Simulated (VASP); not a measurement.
**CdTe (zinc blende): computed properties**

All values below come from PBEsol GGA, VASP's PBE PAW potentials (set 64) (plane waves; VASP 6.6.1).

| Quantity | Value |
|---|---|
| space group | F-43m (216) |
| cell | a = b = c = 6.484 Å, α = β = γ = 90.00° |
| volume per atom | 34.08 Å³/atom |
| band gap (over mesh and band path) | 0.66 eV |
| smallest direct gap (over mesh and band path) | 0.66 eV |
| Hill bulk modulus | 42.1 GPa |
| Hill shear modulus | 13.9 GPa |
| Poisson's ratio | 0.351 |
| band-edge character | direct, Γ to Γ |
| density | 5.85 g/cm³ |
| C11 | 53.3 GPa |
| C12 | 36.5 GPa |
| C44 | 19.6 GPa |

```
CELL_PARAMETERS angstrom
      0.00000     3.24215     3.24215
      3.24215     0.00000     3.24215
      3.24215     3.24215     0.00000
ATOMIC_POSITIONS crystal
  Cd 0.00000 0.00000 0.00000
  Te 0.25000 0.25000 0.25000
```

Measured: gap 1.63 eV (computed value off by -0.97 eV), as given by Anna Miglio et al., npj Computational Materials (2020), arXiv:2011.12765 [zero-point renormalisation of 16 meV (experimental, the table's column) added back]; a 6.480 Å (computed value off by +0.1 %), as given by M J Lucero et al., Journal of Physics Condensed Matter (2012), arXiv:1111.4515; bulk modulus 42.4 GPa (computed value off by -0.7 %), as given by Cormac Toher et al., Physical Review Materials (2017), arXiv:1611.05714. The calculation is for a static lattice, while the measured a, bulk modulus hold thermal and zero-point effects, which are part of the difference.  Unless said otherwise, spin-orbit coupling is left out, though it shifts the bands of the heavy elements here.

The compound is CdTe in the zinc blende structure. It was relaxed first. Symmetry was kept, so distortions that lower it aren't found.
